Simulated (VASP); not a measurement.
Crystal: Sc3Al5N8.

```
Al Sc N
1.0
     6.44900    0.00000    0.00000
    -3.22450    5.58500    0.00000
     0.00000    0.00000    4.94450
Al Sc N
5 3 8
Cartesian
  0.0000 1.8617 0.0000
  -1.6122 4.6542 0.0000
  3.2245 1.8617 0.0000
  0.0000 3.7233 2.4723
  3.2245 3.7233 2.4723
  1.6123 4.6542 0.0000
  1.6122 0.9308 2.4723
  4.8367 0.9308 2.4723
  0.0000 1.8617 1.8888
  -1.6122 4.6542 1.8888
  3.2245 1.8617 1.8888
  1.6123 4.6542 1.8888
  1.6122 0.9308 4.3610
  0.0000 3.7233 4.3610
  4.8367 0.9308 4.3610
  3.2245 3.7233 4.3610
```

The cell comes from a database or a generator and needn't be the stable form of this composition.

```yaml
Program: VASP 6.6.1
Task: relaxation of cell and atoms
Functional: PBEsol
Potentials_or_basis: VASP PAW PBE potentials, release 64 (Al, Sc_sv, N)
Cutoff: 520 eV
k_mesh: 4 × 4 × 5
Occupations: gaussian, width 0.03 eV
Spin: no spin polarisation
```

At the start: pressure 15.1 GPa; volume 11.13 Å³/atom.

Problem. How do energy, volume and symmetry change on relaxing?

Solution. Over 17 steps the energy falls by 152.2 meV/atom and the volume is 11.71 Å³/atom (+5.2 %); space group Cm (No. 8, to 0.05 Å).

Step by step:
```
step  energy change (eV)  largest force (eV/Å)  pressure (GPa)  volume (Å³)
   1              0.0000                4.3026           15.11       178.09
   2             -1.2312                1.0508          -14.00       206.47
   3             -2.1183                0.8987           -4.86       193.84
   4             -2.1191                0.9368           -4.53       193.51
   5             -2.3955                0.3436            0.86       187.01
   6             -2.3960                0.3200            0.64       187.25
   7             -2.4170                0.1876           -0.08       187.90
   8             -2.4179                0.1669           -0.25       188.07
   9             -2.4258                0.0824           -0.10       187.80
  10             -2.4275                0.1049            0.01       187.62
  11             -2.4321                0.0806            0.02       187.45
  12             -2.4322                0.0806            0.02       187.42
  13             -2.4338                0.0474           -0.02       187.40
  14             -2.4339                0.0523           -0.03       187.39
  15             -2.4343                0.0272            0.03       187.32
  16             -2.4343                0.0237            0.04       187.31
  17             -2.4345                0.0111           -0.05       187.38
```

Final structure:
```cif
data_structure
_symmetry_space_group_name_H-M 'P 1'
_symmetry_Int_Tables_number 1
_cell_length_a 6.5492
_cell_length_b 6.6011
_cell_length_c 4.9919
_cell_angle_alpha 89.843
_cell_angle_beta 90.000
_cell_angle_gamma 119.740
_cell_volume 187.38
loop_
_atom_site_label
_atom_site_type_symbol
_atom_site_fract_x
_atom_site_fract_y
_atom_site_fract_z
_atom_site_occupancy
Al1 Al 0.16850 0.34012 0.99772 1
Al2 Al 0.16143 0.82287 0.99672 1
Al3 Al 0.67162 0.34012 0.99772 1
Al4 Al 0.32749 0.66464 0.49731 1
Al5 Al 0.83715 0.66464 0.49731 1
Sc1 Sc 0.66243 0.82487 0.98459 1
Sc2 Sc 0.33316 0.16632 0.48107 1
Sc3 Sc 0.83798 0.17596 0.48554 1
N1 N 0.18114 0.35762 0.37476 1
N2 N 0.15649 0.81298 0.37753 1
N3 N 0.67649 0.35762 0.37476 1
N4 N 0.65848 0.81695 0.41266 1
N5 N 0.33179 0.16358 0.91247 1
N6 N 0.31118 0.65512 0.87690 1
N7 N 0.84074 0.18147 0.91205 1
N8 N 0.84393 0.65512 0.87690 1
```

Caveat: the PAW data sets were made with another functional, which shifts forces and pressure a little.
